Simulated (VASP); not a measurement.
# Whole or split: adsorption on rock-salt LiF(001), part 3 of 3

Do small molecules bind whole or split on this face, and how strongly? Model: rock-salt LiF(001), 2 x 2, four layers.

VASP 6.6.1, plane waves and PAW; the level of theory is named at each step.

So far: Starting point; Relax the state, PBE; Potential of the state, PBE; Free molecule: HCl, PBE.

### Step 7. Other level, r2SCAN+rVV10

The geometry is held, and the energy is taken at another level.

Level: r2SCAN with rVV10; plane waves and PAW (Li_sv, F, Cl, H).

System, named by how it was started: HCl on rock-salt LiF(001), 2 x 2, four layers. The cell holds 34 atoms: 16 Li, 16 F, 1 Cl and 1 H. Its edges and angles: a = 5.728 Å, b = 5.728 Å, c = 23.018 Å, α = 90.0°, β = 90.0°, γ = 90.0°. It derives from LiF. Vacuum lies along c.

The input, INCAR:

```
SYSTEM = Li16HClF16
PREC = Normal
ENCUT = 500
EDIFF = 1E-05
NELM = 120
ISMEAR = 0
SIGMA = 0.05
LREAL = Auto
ALGO = Normal
METAGGA = R2SCAN
LUSE_VDW = .TRUE.
IVDW_NL = 2
BPARAM = 11.95
CPARAM = 0.0093
LASPH = .TRUE.
NBANDS = 108
LORBIT = 11
LWAVE = .FALSE.
LCHARG = .FALSE.
NCORE = 4
IDIPOL = 3
LDIPOL = .TRUE.
DIPOL = 0.5 0.5 0.448
ISYM = 0
```

The input, POSCAR:

```
Li16HClF16
1.0
    5.7275649280      0.0000000000      0.0000000000
    0.0000000000      5.7275649280      0.0000000000
    0.0000000000      0.0000000000     23.0178425890
Li F Cl H
16 16 1 1
Selective dynamics
Direct
    0.0000000000      0.0000000000      0.3041119070  F F F
    0.0031978101      0.0028281880      0.4785625793  T T T
    0.0000000000      0.5000000000      0.3041119070  F F F
    0.0034502219      0.5026135824      0.4790666778  T T T
    0.5000000000      0.0000000000      0.3041119070  F F F
    0.5029174868      0.0031502310      0.4790946518  T T T
    0.5000000000      0.5000000000      0.3041119070  F F F
    0.5033429850      0.5032870722      0.4784774756  T T T
    0.2500000000      0.2500000000      0.3920871370  F F F
    0.2654267361      0.2642563038      0.5654164970  T T T
    0.2500000000      0.7500000000      0.3920871370  F F F
    0.2580049713      0.7498378934      0.5636801245  T T T
    0.7500000000      0.2500000000      0.3920871370  F F F
    0.7508100710      0.2575010172      0.5636956165  T T T
    0.7500000000      0.7500000000      0.3920871370  F F F
    0.7511452470      0.7502986947      0.5637166580  T T T
    0.2500000000      0.2500000000      0.3041119070  F F F
    0.2535697886      0.2525336166      0.4790611719  T T T
    0.2500000000      0.7500000000      0.3041119070  F F F
    0.2519290082      0.7541119553      0.4786213710  T T T
    0.7500000000      0.2500000000      0.3041119070  F F F
    0.7550606715      0.2516307939      0.4786784310  T T T
    0.7500000000      0.7500000000      0.3041119070  F F F
    0.7539496789      0.7528031642      0.4783717202  T T T
    0.0000000000      0.0000000000      0.3920871370  F F F
    0.0008393600      0.9991128694      0.5689850499  T T T
    0.0000000000      0.5000000000      0.3920871370  F F F
    0.0054961293      0.5048016892      0.5652392729  T T T
    0.5000000000      0.0000000000      0.3920871370  F F F
    0.5066984736      0.0034714637      0.5652537010  T T T
    0.5000000000      0.5000000000      0.3920871370  F F F
    0.5080305661      0.5069719382      0.5655478604  T T T
    0.1722180310      0.1749640704      0.6833472812  T T T
    0.0712668422      0.0715147566      0.6388038442  T T T
```

The input, KPOINTS:

```
Automatic mesh
0
Monkhorst-Pack
2 2 1
0 0 0
```

The projector-augmented-wave data sets are Li_sv, F, Cl and H (PBE family, release 64).

Run with:

```sh
mpirun -np 4 vasp_std
```

Output:

```text
[banner, memory and clock lines left out]
running    4 mpi-ranks, on    1 nodes
[...]
|                                                                             |
|               ----> ADVICE to this user running VASP <----                  |
|                                                                             |
|     You have switched on vdW-DFT.                                           |
|     This routine was written and supplied by Jiri Klimes. We recommend      |
|     that you carefully read and cite the following publications:            |
|       J. Klimes, D.R. Bowler, A. Michelides                                 |
|          J. Phys.: Cond Matt. 22 022201 (2010)                              |
|       J. Klimes, D.R. Bowler, A. Michelides                                 |
|          Phys. Rev. B. 83, 195131 (2011)                                    |
|     and references therein.                                                 |
|                                                                             |

[...]
DAV:  18    -0.193100329864E+03   -0.60597E-03   -0.13606E-03   480   0.185E-01    0.682E-02
Total rVV10 correction in eV:      5.9468451   168.2594687
DAV:  19    -0.193101026908E+03   -0.69704E-03   -0.17858E-04   464   0.898E-02    0.636E-02
Total rVV10 correction in eV:      5.9469450   168.2594666
DAV:  20    -0.193101663775E+03   -0.63687E-03   -0.50709E-04   488   0.126E-01    0.336E-02
Total rVV10 correction in eV:      5.9467290   168.2594948
DAV:  21    -0.193101883070E+03   -0.21929E-03   -0.15046E-04   480   0.493E-02    0.132E-02
Total rVV10 correction in eV:      5.9467588   168.2592578
DAV:  22    -0.193102139333E+03   -0.25626E-03   -0.38926E-05   424   0.301E-02    0.682E-03
Total rVV10 correction in eV:      5.9467184   168.2589872
DAV:  23    -0.193102353005E+03   -0.21367E-03   -0.25923E-05   352   0.271E-02    0.792E-03
Total rVV10 correction in eV:      5.9467282   168.2589158
DAV:  24    -0.193102380062E+03   -0.27057E-04   -0.63877E-06   336   0.140E-02    0.492E-03
Total rVV10 correction in eV:      5.9467717   168.2588216
DAV:  25    -0.193102389629E+03   -0.95672E-05   -0.10076E-05   304   0.196E-02
Total rVV10 correction in eV:      5.9466915   168.2588090
Total rVV10 correction in eV:      5.9467459   168.2588067
   1 F= -.19310239E+03 E0= -.19310239E+03  d E =-.240922E-11
```

Elapsed: 99 s, on 4 MPI ranks of Intel Xeon 6975P-C (Granite Rapids), shared host; peak memory 1.3 GiB.

Parts of OUTCAR (step 7):

```text
  Total      -13.3377511    -13.3439361     -5.5150758      0.0936199     -0.6694389     -0.7939960
  in kB      -28.3001366    -28.3132601    -11.7019278      0.1986433     -1.4204202     -1.6847064
  external PRESSURE =     -22.7717748 kB  Pullay stress =       0.0000000 kB

 POSITION                                       TOTAL-FORCE (eV/Angst)
 -----------------------------------------------------------------------------------
      0.00000      0.00000      7.00000        -0.002382      0.002460      0.387582
      0.01832      0.01620     11.01548         0.003029     -0.024969      0.025218
      0.00000      2.86378      7.00000        -0.002606      0.002701      0.385066
      0.01976      2.87875     11.02708        -0.009935      0.006953     -0.020958
      2.86378      0.00000      7.00000        -0.002296      0.002245      0.384700
      2.88049      0.01804     11.02773         0.003466     -0.005937     -0.027448
      2.86378      2.86378      7.00000        -0.002116      0.002795      0.377966
      2.88293      2.88261     11.01352        -0.018798     -0.031657      0.039947
      1.43189      1.43189      9.02500         0.005437      0.008803     -0.021804
      1.52025      1.51355     13.01467         0.003529     -0.115072      0.076714
      1.43189      4.29567      9.02500         0.002992      0.018207     -0.038794
      1.47774      4.29475     12.97470         0.001446     -0.008070      0.073691
      4.29567      1.43189      9.02500         0.015059      0.008153     -0.035634
      4.30031      1.47485     12.97506        -0.084674      0.038101      0.065778
[...]
-----------------------------------------------------------------------------------
    total drift:                                0.068229     -0.097824      0.793432

  FREE ENERGIE OF THE ION-ELECTRON SYSTEM (eV)
  ---------------------------------------------------
  free  energy   TOTEN  =      -193.1023896292 eV

  energy  without entropy=     -193.1023896292  energy(sigma->0) =     -193.10238963

[... 2 parts as in an earlier step ...]

[... 1 further part left out ...]
[key lines of the parts left out:]
E-fermi :  -4.6696
```

Read from the output:

```
energy(sigma→0) of the program : -193.1024 eV
```

### Step 8. The energy by hand

For “HCl, whole”, from the relaxed energies at PBE+D3(BJ): [-163.701 − (-157.243) − (1) × (-6.114)] = -0.34 eV.

### Step 9. The table

The other members went through these steps as far as the tables show, with one cutoff; 25 runs are not shown, of which 4 ended short or failed. The session took 8.7 core hours (wall time by ranks) on a shared machine.

Adsorption energy against the free molecule; static energies, no zero-point or thermal terms; gaps and levels are left out, since the shifted mesh misses the zone centre.

```tsv
state	from state	gas taken up (+) or given off (-)	energy, PBE+D3(BJ) (eV)	energy, r2SCAN+rVV10 (eV)
clean				
H2O, whole	clean	+1 H2O	-0.40	-0.42
H2O, split	clean	+1 H2O	-0.38	-0.39
HF, whole	clean	+1 HF	-0.46	-0.48
HF, split	clean	+1 HF	-0.46	-0.51
HCl, whole	clean	+1 HCl	-0.34	-0.30
HCl, split	clean	+1 HCl	-0.34	-0.31
```

A blank entry does not apply, was not run or did not finish.

```tsv
state	nearest pair between the added atoms and the rest	its distance (Å)
clean		
H2O, whole	H-F	1.87
H2O, split	H-F	1.86
HF, whole	H-F	1.50
HF, split	H-F	1.48
HCl, whole	H-F	1.71
HCl, split	H-F	1.67
```

### Step 10. Summary of results

```yaml
h2o_whole: binding -0.40 eV
h2o_split: binding -0.38 eV
hf_whole: binding -0.46 eV
hf_split: binding -0.46 eV
hcl_whole: binding -0.34 eV
hcl_split: binding -0.34 eV
```

What this shows: At PBE+D3(BJ), taking the lower tabled end of each molecule, HF binds most strongly (-0.46 eV) and, of those with both ends, HCl least (-0.34 eV). For H2O, HF and HCl both starts end within 0.05 eV of each other. The names give the start; a molecule may split or join in the relaxation. H2O, HF and HCl started split and ended with no hydrogen bound to the surface. r2SCAN+rVV10 on the same geometries moves the energies by -0.05 to 0.04 eV. Energies that differ by a few hundredths of an eV are ties at this force threshold. One start was relaxed for each state, in a small cell at high coverage; entropy of the gases, which favours steps that give off gas, is left out.

[Lines on the potential files, build, host, timing and source positions are cut from VASP's logs without a mark.]

[Logs are printed without paths, hosts, clocks, repeated set-up lines and the standing remarks that a program may print on its own settings, such as how far it seeks lower states.]

[Hosts, paths, dates, database ids (printed as entryN), source tags and the programs' standing remarks are cut or masked in the printed files.]
